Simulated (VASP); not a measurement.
# Hf3Ti (P-6m2) in VASP: settings compared

One crystal, Hf3Ti, is run at these levels: PBE, RPBE; tasks: relaxation of cell and atoms.

Program: VASP 6.6.1. These are calculated values, not measurements. Logs are shortened: lines on timing, memory, paths and dates and some standing lists are left out, and cuts for length are marked.

## (1) The crystal as given

Symmetry: P-6m2, No. 187, hexagonal system. Conventional cell: a = 3.007 Å, b = 3.007 Å, c = 7.566 Å, α = 90.00°, β = 90.00°, γ = 120.00°. Hf (site symmetry -6m2) has 12 Hf at 2.88 to 3.01 Å as nearest neighbours. Hf (site symmetry 3m) is surrounded by 3 Ti at 2.29 Å. Ti (site symmetry -6m2) is surrounded by 6 Hf at 2.29 Å.

The cell was built by a generator and needn't be a form met in nature.

## (2) Relaxation of cell and atoms, PBE

Contents of INCAR:

```
PREC = Accurate ; ENCUT = 600
EDIFF = 1E-6 ; ISMEAR = 1
SIGMA = 0.2 ; LREAL = F
LASPH = T ; NELM = 100
ALGO = Normal ; ISIF = 3
LWAVE = F ; LCHARG = F
GGA = PE ; IBRION = 2
NSW = 40 ; EDIFFG = -0.02
```

Contents of KPOINTS:

```
Automatic mesh
0
Gamma
  10 10 4
```

Contents of POSCAR:

```
Hf3Ti
1.0
    3.0069887300      0.0000000000      0.0000000000
   -1.5034943600      2.6041286300      0.0000000000
    0.0000000000      0.0000000000      7.5656822100
Hf Ti
3 1
Direct
    0.3333333300      0.6666666700      0.5000000000
    0.0000000000      0.0000000000      0.8033263700
    0.0000000000      0.0000000000      0.1966736300
    0.3333333300      0.6666666700      0.0000000000
```

Potentials or basis: VASP PAW PBE potentials, release 64 (Hf_pv, Ti_sv).

Command:

```console
$ cat potpaw_PBE.64/Hf_pv/POTCAR potpaw_PBE.64/Ti_sv/POTCAR > POTCAR
$ mpirun -np 1 vasp_std > vasp.out
```

OUTCAR:

```text
PREC = Accurate
   ENCUT = 600
   EDIFF = 1E-6
   ISMEAR = 1
   LREAL = F
   LASPH = T
   NELM = 100
   ISIF = 3
   GGA = PE
   IBRION = 2
   NSW = 40
   EDIFFG = -0.02

 ion  position               nearest neighbor table
   1  0.333  0.667  0.500-   2 2.88   3 2.88   2 2.88   3 2.88   2 2.88   3 2.88
   2  0.000  0.000  0.803-   4 2.29   4 2.29   4 2.29   1 2.88   1 2.88   1 2.88   3 2.98
   3  0.000  0.000  0.197-   4 2.29   4 2.29   4 2.29   1 2.88   1 2.88   1 2.88   2 2.98
   4  0.333  0.667  0.000-   2 2.29   3 2.29   2 2.29   3 2.29   2 2.29   3 2.29

  LATTYP: Found a hexagonal cell.
 ALAT       =     3.0069887300
 C/A-ratio  =     2.5160327787

  Lattice vectors:

 A1 = (   3.0069887300,   0.0000000000,   0.0000000000)
 A2 = (  -1.5034943600,   2.6041286300,   0.0000000000)
 A3 = (   0.0000000000,   0.0000000000,   7.5656822100)

Analysis of symmetry for initial positions (statically):
=====================================================================
 Subroutine PRICEL returns:
 Original cell was already a primitive cell.

 Routine SETGRP: Setting up the symmetry group for a
 hexagonal supercell.

 Subroutine GETGRP returns: Found 12 space group operations
 (whereof 12 operations were pure point group operations)
 out of a pool of 24 trial point group operations.

The static configuration has the point symmetry D_3h.

Analysis of symmetry for dynamics (positions and initial velocities):
=====================================================================
 Subroutine PRICEL returns:
 Original cell was already a primitive cell.

 Routine SETGRP: Setting up the symmetry group for a
 hexagonal supercell.

 Subroutine GETGRP returns: Found 12 space group operations
 (whereof 12 operations were pure point group operations)
 out of a pool of 24 trial point group operations.

The dynamic configuration has the point symmetry D_3h.

 Subroutine INISYM returns: Found 12 space group operations
 (whereof 12 operations are pure point group operations),
 and found     1 'primitive' translations

----------------------------------------------------------------------------------------

                                     Primitive cell

  volume of cell :      59.2437

  direct lattice vectors                    reciprocal lattice vectors
     3.006988730  0.000000000  0.000000000     0.332558613  0.192002804  0.000000000
    -1.503494360  2.604128630  0.000000000     0.000000000  0.384005609  0.000000000
     0.000000000  0.000000000  7.565682210     0.000000000  0.000000000  0.132175787

  length of vectors
     3.006988730  3.006988728  7.565682210     0.384005609  0.384005609  0.132175787

  position of ions in fractional coordinates (direct lattice)
     0.333333330  0.666666670  0.500000000
     0.000000000  0.000000000  0.803326370
     0.000000000  0.000000000  0.196673630
     0.333333330  0.666666670  0.000000000

  ion indices of the primitive-cell ions
   primitive index   ion index
                 1           1
                 2           2
                 3           3
                 4           4

----------------------------------------------------------------------------------------

 KPOINTS: Automatic mesh

Automatic generation of k-mesh.
 Grid dimensions read from file:
 generate k-points for:   10   10    4

 Generating k-lattice:

  Cartesian coordinates                     Fractional coordinates (reciprocal lattice)
     0.033255861  0.019200280  0.000000000     0.100000000  0.000000000  0.000000000
     0.000000000  0.038400561  0.000000000     0.000000000  0.100000000  0.000000000
     0.000000000  0.000000000  0.033043947     0.000000000  0.000000000  0.250000000

  Length of vectors
     0.038400561  0.038400561  0.033043947

  Shift w.r.t. Gamma in fractional coordinates (k-lattice)
     0.000000000  0.000000000  0.000000000

 Subroutine IBZKPT returns following result:
 ===========================================

 Found     42 irreducible k-points:

 Following reciprocal coordinates:
            Coordinates               Weight
  0.000000  0.000000  0.000000      1.000000
  0.100000 -0.000000  0.000000      6.000000
  0.200000 -0.000000  0.000000      6.000000
  0.300000  0.000000  0.000000      6.000000
  0.400000  0.000000  0.000000      6.000000
  0.500000 -0.000000  0.000000      3.000000
[... 16 lines left out ...]
  0.300000  0.100000  0.250000     24.000000
  0.400000  0.100000  0.250000     24.000000
 [... further k-points ...]
   k-points           NKPTS =     42   k-points in BZ     NKDIM =     42   number of bands    NBANDS=     25
   number of dos      NEDOS =    301   number of ions     NIONS =      4
   total plane-waves  NPLWV =  34560
   dimension x,y,z NGX =    24 NGY =   24 NGZ =   60
   dimension x,y,z NGXF=    48 NGYF=   48 NGZF=  120
   ions per type =               3   1
   NGX,Y,Z   is equivalent  to a cutoff of  13.27, 13.27, 13.18 a.u.
   NGXF,Y,Z  is equivalent  to a cutoff of  26.54, 26.54, 26.37 a.u.
 SYSTEM =  unknown system
   PREC   = accura    normal or accurate (medium, high low for compatibility)
   ISTART =      0    job   : 0-new  1-cont  2-samecut
   ICHARG =      2    charge: 1-file 2-atom 10-const
   ISPIN  =      1    spin polarized calculation?
   LNONCOLLINEAR =      F non collinear calculations
   LSORBIT =      F    spin-orbit coupling
   LASPH  =      T    aspherical Exc in radial PAW
   ENCUT  =  600.0 eV  44.10 Ry    6.64 a.u.   6.01  6.01 15.11*2*pi/ulx,y,z
   NELM   =    100;   NELMIN=  2; NELMDL= -5     # of ELM steps
   EDIFF  = 0.1E-05   stopping-criterion for ELM
   LREAL  =      F    real-space projection
   EDIFFG = -.2E-01   stopping-criterion for IOM
   NSW    =     40    number of steps for IOM
   IBRION =      2    ionic relax: 0-MD 1-quasi-New 2-CG
   NFREE  =      1    steps in history (QN), initial steepest desc. (CG)
   ISIF   =      3    stress and relaxation
   ISYM   =      2    0-nonsym 1-usesym 2-fastsym
   POTIM  = 0.5000    time-step for ionic-motion
   TEBEG  =    0.0;   TEEND  =   0.0 temperature during run
   PSTRESS=    0.0 pullay stress
   NELECT =      42.0000    total number of electrons
   NUPDOWN=      -1.0000    fix difference up-down
   EMIN   =  10.00;   EMAX   =-10.00  energy-range for DOS
   EFERMI =   0.00;   METHOD = LEGACY
   ISMEAR =     1;   SIGMA  =   0.20  broadening in eV -4-tet -1-fermi 0-gaus
   EFERMI_NEDOS =   21; number of points for ismear=-14 and -15
   IALGO  =     38    algorithm
   IMIX   =      4    mixing-type and parameters
     AMIX     =   0.40;   BMIX     =  1.00
     AMIX_MAG =   1.60;   BMIX_MAG =  1.00
  volume/ion in A,a.u.               =      14.81        99.95
  Fermi-wavevector in a.u.,A,eV,Ry     =   1.459746  2.758519 28.992069  2.130857
  Thomas-Fermi vector in A             =   2.576276
   LORBIT       =      0    0 simple, 1 ext, 2 COOP (PROOUT), +10 PAW based schemes
   GGA     = PE    functional components
   LHFCALC =     F    Hartree Fock is set to
   AEXX    =    0.0000 exact exchange contribution
   IVDW    =     0    specifies the selected vdW correction
   LEPSILON=     F    determine dielectric tensor
   LRPA    =     F    only Hartree local field effects (RPA)
 conjugate gradient relaxation of ions
 non-spin polarized calculation
 Methfessel and Paxton  Order N= 1 SIGMA  =   0.20
  energy-cutoff  :      600.00
  volume of cell :       59.24
 maximum number of plane-waves:      2008
   NGX = 13   NGY = 13   NGZ = 31

--------------------------------------- Ionic step        1  -------------------------------------------

 number of electron      42.0000004 magnetization

 Free energy of the ion-electron system (eV)
  ---------------------------------------------------
  ext. energy  EPLUGINS =         0.00000000
  ---------------------------------------------------
  free energy    TOTEN  =       -30.13615018 eV

  energy without entropy =      -30.13594645  energy(sigma->0) =      -30.13608227

------------------------ aborting loop because EDIFF is reached ----------------------------------------

  FORCE on cell =-STRESS in cart. coord.  units (eV):
  Direction    XX          YY          ZZ          XY          YZ          ZX
  --------------------------------------------------------------------------------------
  -------------------------------------------------------------------------------------
  Total       25.9529755     25.9529755     32.5121676      0.0000000     -0.0000000      0.0000000
  in kB      701.8679489    701.8679494    879.2536486      0.0000013     -0.0000000      0.0000000
  external PRESSURE =     760.9965156 kB  Pullay stress =       0.0000000 kB
[... 23 lines left out ...]
  energy  without entropy=      -30.1359464523  energy(sigma->0) =      -30.13608227

--------------------------------------- Ionic step        2  -------------------------------------------

 number of electron      41.9999989 magnetization

 E-fermi :   2.2871     XC(G=0):  -9.1337

 val. band max:        2.2850268044   @ k =   0.3000   0.3000   0.5000
 cond. band min:       2.2912184083   @ k =   0.3000   0.2000   0.0000
 fundamental gap:      0.0061916039
 Fermi energy:         2.2871131351

 k-point     1 :       0.0000    0.0000    0.0000
  band No.  band energies     occupation
      1     -55.3625      2.00000
      2     -31.5917      2.00000
      3     -31.5917      2.00000
      4     -31.5759      2.00000
      5     -29.7146      2.00000
      6     -29.6477      2.00000
[... 732 lines left out ...]
  FREE ENERGIE OF THE ION-ELECTRON SYSTEM (eV)
  ---------------------------------------------------
  free  energy   TOTEN  =       -36.5163392461 eV

  energy  without entropy=      -36.5198907506  energy(sigma->0) =      -36.51752308

[... ionic steps 4 to 10 ...]

--------------------------------------- Ionic step       11  -------------------------------------------

 number of electron      42.0000005 magnetization

------------------------ aborting loop because EDIFF is reached ----------------------------------------

  FORCE on cell =-STRESS in cart. coord.  units (eV):
  Direction    XX          YY          ZZ          XY          YZ          ZX
  --------------------------------------------------------------------------------------
  -------------------------------------------------------------------------------------
  Total        0.1087054      0.1087054     -0.1181718      0.0000000      0.0000000      0.0000000
  in kB        2.0529295      2.0529296     -2.2317035      0.0000000      0.0000000      0.0000000
  external PRESSURE =       0.6247185 kB  Pullay stress =       0.0000000 kB
[... 61 lines left out ...]
  energy  without entropy=      -37.4753103896  energy(sigma->0) =      -37.46925172

--------------------------------------- Ionic step       13  -------------------------------------------

 number of electron      42.0000006 magnetization

 Free energy of the ion-electron system (eV)
  ---------------------------------------------------
  ext. energy  EPLUGINS =         0.00000000
  ---------------------------------------------------
  free energy    TOTEN  =       -37.46624735 eV

  energy without entropy =      -37.47542679  energy(sigma->0) =      -37.46930716

 E-fermi :   5.5660     XC(G=0): -11.2998

 val. band max:        5.5425282437   @ k =   0.1000   0.1000   0.5000
 cond. band min:       5.5702022197   @ k =   0.3000   0.3000   0.2500
 fundamental gap:      0.0276739760
 Fermi energy:         5.5660341716

 k-point     1 :       0.0000    0.0000    0.0000
  band No.  band energies     occupation
      1     -51.4451      2.00000
      2     -27.7835      2.00000
      3     -27.5339      2.00000
      4     -27.5339      2.00000
      5     -25.3037      2.00000
      6     -25.0106      2.00000
[... 694 lines left out ...]
  FREE ENERGIE OF THE ION-ELECTRON SYSTEM (eV)
  ---------------------------------------------------
  free  energy   TOTEN  =       -37.4662473472 eV

  energy  without entropy=      -37.4754267854  energy(sigma->0) =      -37.46930716

 reached required accuracy - stopping structural energy minimisation
```

Run time: 7.1 min. Hardware: 1 thread of Intel Xeon 6975P-C (Granite Rapids), shared host; peak memory 0.23 GiB.

What came out:

```
Free energy                            : -37.4662 eV
Relaxed volume                         : 21.23 Å³/atom
Relaxed cell                           : a = 3.156 Å, b = 3.156 Å, c = 9.846 Å, α = 90.00°, β = 90.00°, γ = 120.00°
Space group after relaxing (to 0.05 Å) : P-6m2 (No. 187)
Energy gained by relaxing              : 1832.5 meV/atom
Ionic steps                            : 13
Pressure after relaxing                : 0.0 GPa
Largest force after relaxing           : 0.019 eV/Å
Band gap on the k mesh                 : none (metal or under the smearing width)
```

Forces on the atoms (eV/Å):
```
Hf   0.000  0.000  0.000
Hf   0.000  0.000 -0.019
Hf   0.000  0.000  0.019
Ti   0.000  0.000  0.000
```

Step by step:
```tsv
step	energy change (eV)	largest force (eV/Å)	pressure (GPa)	volume (Å³)
1	0.0000	6.7680	76.10	59.24
2	-1.4681	0.1505	-20.30	142.19
3	-6.3802	1.3137	-5.93	92.26
4	-6.4153	1.4542	-3.59	89.90
5	-6.4186	1.5231	-2.51	88.85
6	-7.0041	0.9625	-1.13	86.57
7	-7.3176	0.1283	1.94	83.46
8	-7.3178	0.0765	2.23	83.24
9	-7.3126	0.0249	-2.37	86.87
10	-7.3297	0.0254	0.05	84.87
11	-7.3297	0.0268	0.06	84.84
12	-7.3301	0.0202	0.04	84.89
13	-7.3301	0.0191	0.04	84.91
```

Final structure:
```
CELL_PARAMETERS angstrom
3.15552 0.00000 0.00000
-1.57776 2.73276 0.00000
0.00000 0.00000 9.84605
ATOMIC_POSITIONS crystal
Hf 0.33333 0.66667 0.50000
Hf 0.00000 0.00000 0.75958
Hf 0.00000 0.00000 0.24042
Ti 0.33333 0.66667 0.00000
```

Caveat: the volume moved by over 15 % at a fixed basis, so the end points are rough. The run has no spin-orbit coupling, so splittings on Hf are missing.

## (3) Relaxation of cell and atoms, RPBE

Contents of INCAR:

```
SYSTEM = Hf3Ti
ALGO = Normal
EDIFF = 1E-7
EDIFFG = -0.01
ENCUT = 600
GGA = RP
IBRION = 2
ISIF = 3
ISMEAR = 1
LASPH = .TRUE.
LCHARG = .FALSE.
LREAL = .FALSE.
LWAVE = .FALSE.
NELM = 80
NSW = 40
PREC = Accurate
SIGMA = 0.2
```

Contents of KPOINTS:

```
k-points
0
G
  10 10 4
  0 0 0
```

POSCAR is that of step 2.

Potentials or basis: VASP PAW PBE potentials, release 64 (Hf_pv, Ti_sv).

Command:

```console
$ cat potpaw_PBE.64/Hf_pv/POTCAR potpaw_PBE.64/Ti_sv/POTCAR > POTCAR
$ mpirun -np 1 vasp_std > vasp.out
```

It took 10 min on 1 thread of Intel Xeon 6975P-C (Granite Rapids), shared host; peak memory 0.24 GiB.

The run converged. Its results:

```yaml
Free_energy: -35.8136 eV
Relaxed_volume: 21.80 Å³/atom
Relaxed_cell: a = 3.184 Å, b = 3.184 Å, c = 9.935 Å, α = 90.00°, β = 90.00°, γ = 120.00°
Space_group_after_relaxing_to_0.05_Å: P-6m2 (No. 187)
Energy_gained_by_relaxing: 2003.8 meV/atom
Ionic_steps: 18
Pressure_after_relaxing: 0.0 GPa
Band_gap_on_the_k_mesh: none (metal or under the smearing width)
```

The path:
```csv
step,energy change (eV),largest force (eV/Å),pressure (GPa),volume (Å³)
1,0.0000,6.9103,80.58,59.24
2,-1.9816,0.1548,-19.25,148.64
3,-7.0798,1.2277,-5.70,94.85
4,-7.1176,1.3715,-3.46,92.35
5,-7.1216,1.4470,-2.27,91.12
6,-7.7074,0.9188,-1.14,88.93
7,-8.0048,0.1711,1.50,85.98
8,-8.0050,0.1284,1.75,85.77
9,-8.0042,0.0346,-1.80,88.82
10,-8.0137,0.0783,-0.04,87.25
11,-8.0146,0.0528,-0.05,87.26
12,-8.0149,0.0347,-0.05,87.26
13,-8.0147,0.0017,-0.06,87.28
14,-8.0150,0.0241,-0.06,87.27
15,-8.0151,0.0089,0.08,87.15
16,-8.0151,0.0084,0.08,87.15
17,-8.0151,0.0030,-0.04,87.26
18,-8.0151,0.0010,0.00,87.22
```

Final structure:
```
Hf Ti
1.0
     3.18392    0.00000    0.00000
    -1.59196    2.75735    0.00000
     0.00000    0.00000    9.93465
Hf Ti
3 1
Direct
  0.33333 0.66667 0.50000
  0.00000 0.00000 0.75909
  0.00000 0.00000 0.24091
  0.33333 0.66667 0.00000
```

Levels at points of the mesh, in eV from the Fermi level:
```tsv
k point	band 19	band 20	band 21	band 22	band 23	band 24
(0.00, 0.00, 0.00)	0.17	0.59	0.59	0.81	0.81	0.81
(0.50, 0.00, 0.00)	-0.93	-0.88	-0.74	0.49	0.79	0.95
(0.00, 0.00, 0.50)	0.30	0.58	0.58	0.77	0.77	0.93
(0.50, 0.00, 0.50)	-1.30	-1.20	-1.00	0.64	1.02	1.17
```

Caveat: the volume moved by over 15 % at a fixed basis, so the end points are rough; the PAW data sets were made with another functional, which shifts forces and pressure a little.

## (4) The reference run

An earlier run on the cell as given: functional PBE; potentials or basis VASP PAW PBE potentials, release 64 (Hf_pv, Ti_sv); cutoff 520 eV; k mesh 10 × 10 × 4; occupations fermi-dirac, width 0.05 eV; no spin polarisation.

- Pressure: 76.2 GPa
- Largest force: 6.755 eV/Å
- Band gap on the k mesh: none (metal or under the smearing width)

## (5) Overview

| task | level | cell | cutoff (eV) | smearing | gap on the mesh (eV) | pressure (GPa) | relaxed volume (Å³/atom) | largest force (eV/Å) |
| --- | --- | --- | --- | --- | --- | --- | --- | --- |
| relaxation of cell and atoms | PBE | relaxed | 600 | methfessel-paxton 0.2 eV | none | 0.0 | 21.23 | 0.02 |
| relaxation of cell and atoms | RPBE | relaxed | 600 | methfessel-paxton 0.2 eV | none | 0.0 | 21.80 | - |
| single point | PBE | as given | 520 | fermi-dirac 0.05 eV | none | 76.2 | - | 6.75 |

Alike in all rows: potentials or basis VASP PAW PBE potentials, release 64 (Hf_pv, Ti_sv); no spin polarisation; k mesh 10 × 10 × 4.

Caveats: the volume moved by over 15 % at a fixed basis, so the end points are rough (some runs); the PAW data sets were made with another functional, which shifts forces and pressure a little (some runs); a pressure of tens of GPa on the cell as given is suspect, and the run, the potentials or the cell itself is likely at fault (some runs); forces of over 1 eV/Å show positions far from the minimum, so gaps and moduli don't describe the material at rest (some runs).

Absolute energies hang on the potentials; compare differences alone.
